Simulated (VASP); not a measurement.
Input for VASP

**KPOINTS**
```
Automatic mesh
0
Gamma
3 3 3
0 0 0
```

File POSCAR:
```
HfO2
5.2383650
  1.0000000000   0.0000000000   0.0000000000
  0.0000000000   0.9634981526   0.0000000000
  0.0000000000   0.0000000000   0.9652093735
Hf O
4 8
Cartesian
  0.0300000000   0.2572540067   0.2413023434
  0.9700000000   0.7062441458   0.7239070302
  0.5300000000   0.7062441458   0.2413023434
  0.4700000000   0.2572540067   0.7239070302
  0.3610000000   0.0655178744   0.1023121936
  0.6390000000   0.8979802782   0.5849168804
  0.8610000000   0.8979802782   0.1023121936
  0.1390000000   0.0655178744   0.5849168804
  0.2290000000   0.5173985079   0.0000000000
  0.7710000000   0.4460996446   0.4826046868
  0.7290000000   0.4460996446   0.0000000000
  0.2710000000   0.5173985079   0.4826046868
```

INCAR:
```
LNONCOLLINEAR=T
SIGMA=0.272
EDIFF=1E-6   ! SCF stop (eV)
ISMEAR=0   ! Gaussian
NELM=100   ! most electronic steps
LREAL=F
LASPH=T   ! aspherical one-centre terms
SYSTEM=HfO2
MAGMOM=36*0.0
LMAXMIX=6   ! l cut-off of mixed one-centre charges
PREC=Accurate
GGA_COMPAT=F
LWAVE=F
LSORBIT=T
ISIF=2   ! forces and stress, cell fixed
LORBIT=11
ALGO=Normal
ENCUT=400
LCHARG=F
```

POTCAR, in this order: Hf_pv O (LDA.64 set). Program: vasp_ncl.

Write an equivalent input for Ansatz.

One equivalent input (not run):
Ansatz 0.2 input:
```yaml
crystal:
  lattice:
    - [5.2383650, 0.0000000, 0.0000000]
    - [0.0000000, 5.0471550, 0.0000000]
    - [0.0000000, 0.0000000, 5.0561190]
  atoms:
    - { symbol: Hf, position: [0.0300000, 0.2670000, 0.2500000] }
    - { symbol: Hf, position: [0.9700000, 0.7330000, 0.7500000] }
    - { symbol: Hf, position: [0.5300000, 0.7330000, 0.2500000] }
    - { symbol: Hf, position: [0.4700000, 0.2670000, 0.7500000] }
    - { symbol: O, position: [0.3610000, 0.0680000, 0.1060000] }
    - { symbol: O, position: [0.6390000, 0.9320000, 0.6060000] }
    - { symbol: O, position: [0.8610000, 0.9320000, 0.1060000] }
    - { symbol: O, position: [0.1390000, 0.0680000, 0.6060000] }
    - { symbol: O, position: [0.2290000, 0.5370000, 0.0000000] }
    - { symbol: O, position: [0.7710000, 0.4630000, 0.5000000] }
    - { symbol: O, position: [0.7290000, 0.4630000, 0.0000000] }
    - { symbol: O, position: [0.2710000, 0.5370000, 0.5000000] }
kpoints:
  mp_grid: { grid: [3, 3, 3] }
hamiltonian:
  xc: lda
  pseudopotentials: { kind: paw }
magnetization: { noncollinear: true, spin_orbit: true }
scf:
  occupations: { method: gaussian, width: 0.272 }
  max_iter: 100
output: { forces: true, stress: true, eigenvalues: true }
```
The two are equivalent in intent, not identical: each code has its own PAW files, so the cut-off isn't converted (ENCUT is set for VASP's; basis.ecutwfc is left out, and Ansatz then takes the one that its files recommend); Ansatz stops its SCF on the density residual and VASP on the energy change (EDIFF); Ansatz's lda is the Perdew-Wang form, while the LDA potentials of VASP carry Perdew-Zunger's.

The structure was generated: HfO2 was put into an ordered model structure, which need not be its known phase. The cell was not relaxed at this level. The run is one of a series of settings (GGA removed, GGA_COMPAT = .FALSE., LNONCOLLINEAR = .TRUE., LSORBIT = .TRUE., MAGMOM = 0.0 0.0 0.0 0.0 0.0 0.0 0.0 0.0 0.0 0.0 0.0 0.0 0.0 0.0 0.0 0.0 0.0 0.0 0.0 0.0 0.0 0.0 0.0 0.0 0.0 0.0 0.0 0.0 0.0 0.0 0.0 0.0 0.0 0.0 0.0 0.0, POTCAR Hf_pv O (LDA.64 set), program vasp_ncl against the base run), some of them coarse on purpose.
